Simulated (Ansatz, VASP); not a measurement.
## PtSe2 in two plane-wave programs

One calculation is typed for both programs; each brings its own data sets and cutoff. How far apart do they land? The cell is taken from a series of VASP runs on this material, whose earlier steps may have relaxed, scaled or displaced it; both programs get it as it stands.

Method: plane waves, with VASP 6.6.1 beside it; zone-centre phonons at r2SCAN, in Ansatz 0.2.0.

**1. The structure**

Symmetry: P-3m1, No. 164, trigonal system. Conventional cell: a = 3.719 Å, b = 3.719 Å, c = 5.807 Å, α = 90.00°, β = 90.00°, γ = 120.00°. Nearest to Pt lie 6 Se at 2.52 Å. Nearest to Se lie 3 Pt at 2.52 Å. Farther neighbours and most contacts between anions are not listed.

Coordinates:

```xyz
3
Lattice="3.7190 0.0000 0.0000 -1.8595 3.2207 0.0000 0.0000 0.0000 5.8069" Properties=species:S:1:pos:R:3 pbc="T T T"
Pt    0.0000    0.0000    0.0000
Se    1.8595    1.0736    4.4959
Se    0.0000    2.1472    1.3110
```

**2. VASP: zone-centre phonons, r2SCAN**

Second derivatives magnify differences that forces hide, and they need a tight electronic threshold.

Lines of VASP's logs that name or quote its potential files are left out, and so is its time.

INCAR reads:

```
SYSTEM = PtSe2
PREC = Accurate
ENCUT = 450
EDIFF = 1E-08
NELM = 100
ISMEAR = 0
SIGMA = 0.05
LREAL = .FALSE.
ALGO = Normal
METAGGA = R2SCAN
LASPH = .TRUE.
NBANDS = 17
LORBIT = 11
LWAVE = .FALSE.
LCHARG = .FALSE.
KPAR = 4
IBRION = 6
NFREE = 2
POTIM = 0.015
NSW = 1
ISIF = 2
```

POSCAR reads:

```
PtSe2
1.0
    3.7189891256      0.0000000000      0.0000000000
   -1.8594945628      3.2207390592      0.0000000000
    0.0000000000      0.0000000000      5.8069348129
Pt Se
1 2
Direct
    0.0000000000      0.0000000000      0.0000000000
    0.6666666667      0.3333333333      0.7742308167
    0.3333333333      0.6666666667      0.2257691833
```

KPOINTS reads:

```
Automatic mesh
0
Gamma
10 10 8
0 0 0
```

The projector-augmented-wave data sets are Pt and Se (PBE family, release 64).

Started as:

```bash
> mpirun -np 4 vasp_std
```

Numbers of over 12 decimals in the logs are rounded to 6 here.

The log of the run:

```text
[banner, memory and clock lines left out]
running    4 mpi-ranks, on    1 nodes
 distrk:  each k-point on    1 cores,    4 groups
 distr:  one band on    1 cores,    1 groups

 POSCAR found type information on POSCAR PtSe
 POSCAR found :  2 types and       3 ions
|                                                                             |
|               ----> ADVICE to this user running VASP <----                  |
|                                                                             |
|     You enforced a specific xc type in the INCAR file but a different       |
|     [... a line on the potential file left out ...]
|     I HOPE YOU KNOW WHAT YOU ARE DOING!                                     |
|                                                                             |

 LDA part: xc-table for (None), standard interpolation
 POSCAR, INCAR and KPOINTS ok, starting setup
 FFT: planning ... GRIDC
 FFT: planning ... GRID_SOFT
 FFT: planning ... GRID
 WAVECAR not read
 entering main loop
       N       E                     dE             d eps       ncg     rms          rms(c)
DAV:   1     0.357897231823E+02    0.35790E+02   -0.93229E+03  3228   0.102E+03
DAV:   2    -0.828838646551E+02   -0.11867E+03   -0.11486E+03  4102   0.208E+02
DAV:   3    -0.876104416882E+02   -0.47266E+01   -0.47052E+01  3922   0.438E+01
DAV:   4    -0.876455779313E+02   -0.35136E-01   -0.35126E-01  4060   0.407E+00
DAV:   5    -0.876460629669E+02   -0.48504E-03   -0.48501E-03  4066   0.450E-01    0.129E+01
DAV:   6    -0.818126185960E+02    0.58334E+01   -0.82516E+00  3421   0.274E+01    0.867E+00
DAV:   7    -0.814731800210E+02    0.33944E+00   -0.12394E+00  3331   0.118E+01    0.421E+00
DAV:   8    -0.815071637744E+02   -0.33984E-01   -0.13263E-01  3565   0.266E+00    0.115E+00
DAV:   9    -0.814970009672E+02    0.10163E-01   -0.35079E-02  3560   0.206E+00    0.200E-01
DAV:  10    -0.814977719822E+02   -0.77101E-03   -0.49301E-03  3809   0.484E-01    0.897E-02
DAV:  11    -0.814978204001E+02   -0.48418E-04   -0.13733E-04  3765   0.951E-02    0.470E-02
DAV:  12    -0.814978110781E+02    0.93220E-05   -0.17327E-05  3945   0.279E-02    0.565E-03
DAV:  13    -0.814978112118E+02   -0.13374E-06   -0.45178E-07  3955   0.548E-03    0.216E-03
DAV:  14    -0.814978113319E+02   -0.12012E-06   -0.12889E-07  3976   0.334E-03    0.523E-04
DAV:  15    -0.814978114504E+02   -0.11853E-06   -0.10144E-08  3098   0.924E-04    0.234E-04
DAV:  16    -0.814978114297E+02    0.20716E-07   -0.13564E-09  1832   0.338E-04    0.876E-05
DAV:  17    -0.814978114166E+02    0.13137E-07   -0.28341E-10  1804   0.147E-04    0.310E-05
DAV:  18    -0.814978114210E+02   -0.44331E-08   -0.62423E-11  1760   0.792E-05
   1 F= -.81497811E+02 E0= -.81497811E+02  d E =-.192900E-13
[... from here on, the cycles between the ionic steps are left out ...]
   2 F= -.81496105E+02 E0= -.81496105E+02  d E =-.296737E-13
   3 F= -.81496105E+02 E0= -.81496105E+02  d E =-.299840E-13
   4 F= -.81495904E+02 E0= -.81495904E+02  d E =-.429713E-13
   5 F= -.81495904E+02 E0= -.81495904E+02  d E =-.430847E-13
   6 F= -.81496873E+02 E0= -.81496873E+02  d E =-.259198E-13
   7 F= -.81496873E+02 E0= -.81496873E+02  d E =-.259808E-13
   8 F= -.81496648E+02 E0= -.81496648E+02  d E =-.173418E-12
 Finite differences progress:
  Degree of freedom:   4/  4
  Displacement:        1/  2
  Total:               7/  8
 bond charge predicted
       N       E                     dE             d eps       ncg     rms          rms(c)
DAV:   1    -0.814929195331E+02    0.37284E-02   -0.74389E-01  3201   0.476E+00    0.323E-01
DAV:   2    -0.814966019529E+02   -0.36824E-02   -0.22908E-02  3717   0.925E-01    0.151E-01
DAV:   3    -0.814966260335E+02   -0.24081E-04   -0.27675E-04  3947   0.160E-01    0.792E-02
DAV:   4    -0.814966314211E+02   -0.53876E-05   -0.42925E-05  3721   0.642E-02    0.334E-02
DAV:   5    -0.814966317400E+02   -0.31889E-06   -0.12181E-05  3820   0.301E-02    0.510E-03
DAV:   6    -0.814966321213E+02   -0.38135E-06   -0.97571E-07  4128   0.668E-03    0.259E-03
DAV:   7    -0.814966323378E+02   -0.21649E-06   -0.17711E-07  3688   0.297E-03    0.690E-04
DAV:   8    -0.814966322975E+02    0.40351E-07   -0.11927E-08  2993   0.761E-04    0.286E-04
DAV:   9    -0.814966322686E+02    0.28861E-07   -0.44804E-09  2486   0.528E-04    0.655E-05
DAV:  10    -0.814966322720E+02   -0.34086E-08   -0.39926E-10  1750   0.148E-04
   9 F= -.81496632E+02 E0= -.81496632E+02  d E =-.580113E-14
 Finite differences progress:
  Degree of freedom:   4/  4
  Displacement:        2/  2
  Total:               8/  8
```

Parts of OUTCAR (step 2):

```text
ion  position               nearest neighbor table
   1  0.000  0.000  0.000-   2 2.52   3 2.52   2 2.52   3 2.52   2 2.52   3 2.52
   2  0.667  0.333  0.774-   1 2.52   1 2.52   1 2.52
   3  0.333  0.667  0.226-   1 2.52   1 2.52   1 2.52

  LATTYP: Found a hexagonal cell.
 ALAT       =     3.7189891256
 C/A-ratio  =     1.5614282852

 Subroutine GETGRP returns: Found 12 space group operations
 (whereof 12 operations were pure point group operations)

The static configuration has the point symmetry D_3d.

 Found     94 irreducible k-points:

   k-points           NKPTS =     94   k-points in BZ     NKDIM =     94   number of bands    NBANDS=     17

   dimension x,y,z NGX =    28 NGY =   28 NGZ =   40
   dimension x,y,z NGXF=    56 NGYF=   56 NGZF=   80

   ENCUT  =  450.0 eV  33.07 Ry    5.75 a.u.   6.43  6.43 10.04*2*pi/ulx,y,z

   NELECT =      22.0000    total number of electrons

 k-points in reciprocal lattice and weights: Automatic mesh
   0.00000000  0.00000000  0.00000000       0.001
   0.10000000 -0.00000000  0.00000000       0.007
   0.20000000 -0.00000000  0.00000000       0.007
   0.30000000 -0.00000000  0.00000000       0.007
   0.40000000 -0.00000000  0.00000000       0.007
   0.50000000 -0.00000000  0.00000000       0.004
   0.10000000  0.10000000  0.00000000       0.007
   0.20000000  0.10000000  0.00000000       0.015
   0.30000000  0.10000000  0.00000000       0.015
[...]
0.40000000  0.20000000  0.50000000       0.007
   0.30000000  0.30000000  0.50000000       0.007

 average (electrostatic) potential at core
       1 -75.7032       2 -58.5954       3 -58.6145

 E-fermi :   4.5991

 k-point     1 :       0.0000    0.0000    0.0000
  band No.  band energies     occupation
    ...
      7       0.7229      2.00000
      8       2.1176      2.00000
      9       3.7332      2.00000
     10       3.7332      2.00000
     11       4.3272      2.00000
     12       6.6792      0.00000
     13       6.6792      0.00000
     14       9.1305      0.00000
     15       9.5461      0.00000
     16      12.6950      0.00000
    ...

 k-point     2 :       0.1000   -0.0000    0.0000
  band No.  band energies     occupation
    ...
      7       0.6438      2.00000
      8       1.9080      2.00000
      9       3.4336      2.00000
     10       3.7009      2.00000
     11       4.3525      2.00000
     12       6.1595      0.00000
     13       6.5843      0.00000
     14       9.7368      0.00000
     15      10.2244      0.00000
     16      12.2444      0.00000
    ...

 k-point     3 :       0.2000   -0.0000    0.0000
  band No.  band energies     occupation
    ...
      7       0.5066      2.00000
      8       1.4827      2.00000
      9       3.0197      2.00000
     10       3.4713      2.00000
     11       3.9626      2.00000
     12       5.7520      0.00000
     13       6.4981      0.00000
     14      10.2960      0.00000
     15      11.0328      0.00000
     16      12.4977      0.00000
    ...

  Total       -0.1705553     -0.1705553     -0.2309548      0.0000000      0.0000000      0.0000000
  in kB       -3.9286961     -3.9286961     -5.3199811      0.0000000      0.0000000      0.0000000
  external PRESSURE =      -4.3924577 kB  Pullay stress =       0.0000000 kB

  energy-cutoff  :      450.00
  volume of cell :       69.55
      direct lattice vectors                 reciprocal lattice vectors
     3.718989126  0.000000000  0.000000000     0.268890273  0.155243871  0.000000000
    -1.859494563  3.220739059  0.000000000     0.000000000  0.310487743  0.000000000
     0.000000000  0.000000000  5.806934813     0.000000000  0.000000000  0.172207891

 POSITION                                       TOTAL-FORCE (eV/Angst)
 -----------------------------------------------------------------------------------
      0.00000      0.00000      0.00000        -0.000000      0.000000     -0.125485
      1.85949      1.07358      4.48091         0.000000     -0.000000      0.154245
     -0.00000      2.14716      1.31103         0.000000      0.000000     -0.028760
 -----------------------------------------------------------------------------------
    total drift:                               -0.000000      0.000000      0.000003

  FREE ENERGIE OF THE ION-ELECTRON SYSTEM (eV)
  ---------------------------------------------------
  free  energy   TOTEN  =       -81.4966322720 eV

  energy  without entropy=      -81.4966322720  energy(sigma->0) =      -81.49663227

 Eigenvectors and eigenvalues of the dynamical matrix
 ----------------------------------------------------

   1 f  =    6.890482 THz    43.294176 2PiTHz  229.841744 cm-1    28.496731 meV
             X         Y         Z           dx          dy          dz
      0.000000  0.000000  0.000000     0.000000    0.000000   -0.668529
      1.859495  1.073580  4.495908    -0.000000    0.000000    0.525865
     -0.000000  2.147159  1.311027     0.000000    0.000000    0.525865

   2 f  =    6.519342 THz    40.962231 2PiTHz  217.461827 cm-1    26.961818 meV
             X         Y         Z           dx          dy          dz
      0.000000  0.000000  0.000000     0.000003    0.668825   -0.000000
      1.859495  1.073580  4.495908    -0.000002   -0.525677    0.000000
     -0.000000  2.147159  1.311027    -0.000002   -0.525677    0.000000

   3 f  =    6.519342 THz    40.962231 2PiTHz  217.461827 cm-1    26.961818 meV
             X         Y         Z           dx          dy          dz
      0.000000  0.000000  0.000000     0.668825   -0.000003    0.000000
      1.859495  1.073580  4.495908    -0.525677    0.000002   -0.000000
     -0.000000  2.147159  1.311027    -0.525677    0.000002    0.000000

   4 f  =    6.179207 THz    38.825104 2PiTHz  206.116167 cm-1    25.555136 meV
             X         Y         Z           dx          dy          dz
      0.000000  0.000000  0.000000    -0.000000    0.000000    0.000000
      1.859495  1.073580  4.495908     0.000000    0.000000   -0.707107
     -0.000000  2.147159  1.311027     0.000000    0.000000    0.707107

   5 f  =    5.307942 THz    33.350782 2PiTHz  177.053882 cm-1    21.951874 meV
             X         Y         Z           dx          dy          dz
      0.000000  0.000000  0.000000     0.000000    0.000000   -0.000000
      1.859495  1.073580  4.495908    -0.000003    0.707107    0.000000
     -0.000000  2.147159  1.311027     0.000003   -0.707107    0.000000

   6 f  =    5.307942 THz    33.350782 2PiTHz  177.053882 cm-1    21.951874 meV
             X         Y         Z           dx          dy          dz
      0.000000  0.000000  0.000000    -0.000000   -0.000000   -0.000000
      1.859495  1.073580  4.495908    -0.707107   -0.000003    0.000000
     -0.000000  2.147159  1.311027     0.707107    0.000003    0.000000

   7 f/i=    0.000252 THz     0.001581 2PiTHz    0.008394 cm-1     0.001041 meV
             X         Y         Z           dx          dy          dz
      0.000000  0.000000  0.000000     0.195844   -0.717160   -0.000000
      1.859495  1.073580  4.495908     0.124587   -0.456225    0.000000
     -0.000000  2.147159  1.311027     0.124587   -0.456225    0.000000

   8 f/i=    0.000252 THz     0.001581 2PiTHz    0.008394 cm-1     0.001041 meV
             X         Y         Z           dx          dy          dz
      0.000000  0.000000  0.000000    -0.717160   -0.195844    0.000000
      1.859495  1.073580  4.495908    -0.456225   -0.124587   -0.000000
     -0.000000  2.147159  1.311027    -0.456225   -0.124587    0.000000

   9 f/i=    0.003008 THz     0.018901 2PiTHz    0.100344 cm-1     0.012441 meV
             X         Y         Z           dx          dy          dz
      0.000000  0.000000  0.000000     0.000000    0.000000    0.743686
      1.859495  1.073580  4.495908    -0.000000   -0.000000    0.472722
     -0.000000  2.147159  1.311027     0.000000    0.000000    0.472722

 ELASTIC MODULI CONTR FROM IONIC RELAXATION (kBar)
 Direction    XX          YY          ZZ          XY          YZ          ZX
 --------------------------------------------------------------------------------
 XX        -662.6971   -325.8550   -663.8226     -0.0000    336.4737      0.0000
 YY        -325.8550   -662.6971   -663.8226      0.0000   -336.4737     -0.0000
 ZZ        -663.8226   -663.8226   -891.5269      0.0000      0.0000     -0.0000
 XY          -0.0000      0.0000      0.0000   -168.4210      0.0000    336.4739
 YZ         336.4737   -336.4737      0.0000      0.0000   -672.2115     -0.0000
 ZX           0.0000     -0.0000     -0.0000    336.4739     -0.0000   -672.2124
 --------------------------------------------------------------------------------

 total charge
# of ion       s       p       d       tot
------------------------------------------
    1        0.667   0.691   7.971   9.329
    2        1.478   2.285   0.058   3.821
    3        1.478   2.285   0.058   3.821
--------------------------------------------------
tot          3.623   5.261   8.087  16.971

[... 3 further parts left out ...]
```

CONTCAR:

```
PtSe2
   1.00000000000000
     3.7189891255999998    0.0000000000000000    0.0000000000000000
    -1.8594945627999999    3.2207390592000000    0.0000000000000000
     0.0000000000000000    0.0000000000000000    5.8069348128999998
  Pt              Se
     1     2
Direct
     0.0000000000000000    0.0000000000000000    0.0000000000000000
     0.6666666667000029    0.3333333332999970    0.7716476983280336
     0.3333333332999970    0.6666666667000030    0.2257691833000024
```

(Part 1 of 2 ends here.)

[Lines on the potential files, build, host, timing and source positions are cut from VASP's logs without a mark.]

[Logs are printed without paths, hosts, clocks, repeated set-up lines and the standing remarks that a program may print on its own settings, such as how far it seeks lower states.]

[Hosts, paths, dates, database ids (printed as entryN), source tags and the programs' standing remarks are cut or masked in the printed files.]
